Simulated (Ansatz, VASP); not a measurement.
TaGe4: VASP beside Ansatz

```
Ta Ge
1.0
     5.03776    0.00000    0.00000
     0.00000    5.03776    0.00000
     0.00000    0.00000    5.03776
Ta Ge
1 4
Direct
  0.50000 0.50000 0.50000
  0.00000 0.00000 0.00000
  0.50000 0.50000 0.00000
  0.50000 0.00000 0.50000
  0.00000 0.50000 0.50000
```

Change from the starting cell: species swapped into the Ni4N type (Pm-3m, No. 221).

Alike in both runs: functional PBE; k mesh 4 × 4 × 4; occupations gaussian, width 0.1 eV; no spin polarisation.

Ansatz relaxed the structure, and its values are those at the end. VASP's run is a single point on that final structure, the one shown.

|  | VASP | Ansatz |
| --- | --- | --- |
| version | VASP 6.6.1 | Ansatz 0.2.0 |
| potentials or method | VASP PAW PBE potentials, release 64 (Ta_pv, Ge_d) | scalar-relativistic, plane waves, PAW |
| plane-wave cutoff (eV) | 520 | 420 |
| valence electrons in the cell | 67 | 69 |

|  | VASP | Ansatz | Ansatz less VASP |
| --- | --- | --- | --- |
| gap on the k mesh at the Fermi level (eV) | none | none | - |
| pressure (GPa) | 0.1 | 0.1 | -0.02 |

A gap of «none» marks a metal or a gap that the smearing closes. The two sets of potentials don't hold the same shells in valence.

The runs have no spin-orbit coupling, so splittings on Ta are missing.
